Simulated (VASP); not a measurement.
Output of a VASP run:

**OSZICAR**
```
...
   2 F= -.18579933E+02 E0= -.18579933E+02  d E =0.219441E+00
       N       E                     dE             d eps       ncg     rms          rms(c)
DAV:   1    -0.292825245215E+02   -0.14285E+01   -0.63674E+00   780   0.250E+01    0.368E+00
DAV:   2    -0.289964253031E+02    0.28610E+00   -0.83602E-01   788   0.793E+00    0.100E+00
DAV:   3    -0.289904518281E+02    0.59735E-02   -0.63890E-02   884   0.237E+00    0.349E-01
DAV:   4    -0.289889756681E+02    0.14762E-02   -0.26119E-03   848   0.505E-01    0.179E-01
DAV:   5    -0.289885302887E+02    0.44538E-03   -0.38898E-04   804   0.192E-01    0.660E-02
DAV:   6    -0.289885148202E+02    0.15469E-04   -0.88862E-05   880   0.974E-02    0.105E-02
DAV:   7    -0.289885142794E+02    0.54076E-06   -0.28837E-06   720   0.164E-02
   3 F= -.18880350E+02 E0= -.18880350E+02  d E =-.809764E-01
       N       E                     dE             d eps       ncg     rms          rms(c)
DAV:   1    -0.289777972920E+02    0.10718E-01   -0.10605E-03   788   0.325E-01    0.449E-02
DAV:   2    -0.289777541110E+02    0.43181E-04   -0.12567E-04   804   0.963E-02    0.118E-02
DAV:   3    -0.289777537345E+02    0.37647E-06   -0.10011E-05   880   0.300E-02    0.463E-03
DAV:   4    -0.289777537586E+02   -0.24098E-07   -0.32991E-07   368   0.584E-03
   4 F= -.18880411E+02 E0= -.18880411E+02  d E =-.810376E-01
       N       E                     dE             d eps       ncg     rms          rms(c)
DAV:   1    -0.289685620774E+02    0.91917E-02   -0.73785E-04   792   0.273E-01    0.391E-02
DAV:   2    -0.289685301886E+02    0.31889E-04   -0.92198E-05   800   0.823E-02    0.107E-02
DAV:   3    -0.289685299224E+02    0.26626E-06   -0.73497E-06   876   0.257E-02
   5 F= -.18880391E+02 E0= -.18880391E+02  d E =-.810175E-01
       N       E                     dE             d eps       ncg     rms          rms(c)
DAV:   1    -0.289670048563E+02    0.15253E-02   -0.29959E-02   720   0.167E+00    0.897E-02
DAV:   2    -0.289668442688E+02    0.16059E-03   -0.25218E-04   904   0.162E-01    0.503E-02
DAV:   3    -0.289667597935E+02    0.84475E-04   -0.12152E-04   872   0.997E-02    0.408E-03
DAV:   4    -0.289667602823E+02   -0.48876E-06   -0.70474E-06   800   0.277E-02
   6 F= -.18880915E+02 E0= -.18880915E+02  d E =-.523823E-03
       N       E                     dE             d eps       ncg     rms          rms(c)
DAV:   1    -0.289640934935E+02    0.26663E-02   -0.66058E-02   720   0.249E+00    0.133E-01
DAV:   2    -0.289637402767E+02    0.35322E-03   -0.55821E-04   900   0.241E-01    0.745E-02
DAV:   3    -0.289635541525E+02    0.18612E-03   -0.26618E-04   876   0.148E-01    0.585E-03
DAV:   4    -0.289635552467E+02   -0.10942E-05   -0.15439E-05   804   0.409E-02    0.389E-03
DAV:   5    -0.289635552653E+02   -0.18585E-07   -0.28208E-07   392   0.575E-03
   7 F= -.18881205E+02 E0= -.18881205E+02  d E =-.814064E-03
       N       E                     dE             d eps       ncg     rms          rms(c)
DAV:   1    -0.289706121077E+02   -0.70569E-02   -0.27415E-02   720   0.155E+00    0.336E-02
DAV:   2    -0.289706157324E+02   -0.36247E-05   -0.37012E-04   844   0.182E-01    0.213E-02
DAV:   3    -0.289706040349E+02    0.11697E-04   -0.21377E-05   860   0.467E-02    0.757E-03
DAV:   4    -0.289706032015E+02    0.83346E-06   -0.41123E-06   680   0.195E-02
   8 F= -.18881480E+02 E0= -.18881480E+02  d E =-.274976E-03
```

File OUTCAR:
```
------------------------ aborting loop because EDIFF is reached ----------------------------------------
  FORCE on cell =-STRESS in cart. coord.  units (eV):
  Direction    XX          YY          ZZ          XY          YZ          ZX
  --------------------------------------------------------------------------------------
  Total       10.0836888     10.0836886     10.1060735      0.0000000     -0.0000000      0.0000000
  in kB      449.7576031    449.7575949    450.7560151      0.0000000     -0.0000000      0.0000000
  external PRESSURE =       0.0904044 kB  Pullay stress =     450.0000000 kB
  volume of cell :       35.92
      direct lattice vectors                 reciprocal lattice vectors
     1.488150032 -2.577551442  0.000000000     0.335987628 -0.193982549 -0.000000000
     1.488150032  2.577551442  0.000000000     0.335987628  0.193982549  0.000000000
     0.000000000 -0.000000000  4.682388546    -0.000000000  0.000000000  0.213566215
  FREE ENERGIE OF THE ION-ELECTRON SYSTEM (eV)
  ---------------------------------------------------
  free  energy   TOTEN  =       -28.9706032015 eV

  energy  without entropy=      -28.9706032015  energy(sigma->0) =      -28.97060320
  enthalpy is  TOTEN    =       -18.8814797649 eV   P V=       10.0891234366

 reached required accuracy - stopping structural energy minimisation
```
(Selected blocks of OUTCAR.)

POSCAR:
```
AlN
1
    1.5073351241    -2.6107810063     0.0000000000
    1.5073351241     2.6107810063     0.0000000000
    0.0000000000     0.0000000000     4.7790880803
Al N
2 2
Direct
  0.6666670000   0.3333330000   0.4985048874
  0.3333330000   0.6666670000   0.9985048874
  0.6666670000   0.3333330000   0.8834951126
  0.3333330000   0.6666670000   0.3834951126
```

Problem. Reconstruct the remaining input files.

Solution. One answer among several that fit: the input of the run itself, PBE GGA, plane waves, VASP's PBE PAW potentials (set 64).

### INCAR
```
SYSTEM = AlN
PREC = Accurate; ENCUT = 620; LREAL = .FALSE.
LASPH = .TRUE.
EDIFF = 1E-6; NELM = 100; ALGO = Normal
ISMEAR = 0; SIGMA = 0.05
GGA = PE
IBRION = 2; NSW = 40; ISIF = 3
EDIFFG = -0.02; PSTRESS = 450
LWAVE = .FALSE.; LCHARG = .FALSE.
```

File KPOINTS:
```
Automatic mesh
0
Gamma
8 8 5
0 0 0
```

POTCAR, in this order: Al N (PBE.64 set). Program: vasp_std.

Energy and stress use the plane-wave basis of the starting cell.

The compound is AlN in the wurtzite structure. This run relaxes it under an external pressure of 45 GPa. Symmetry was kept, so distortions that lower it aren't found.
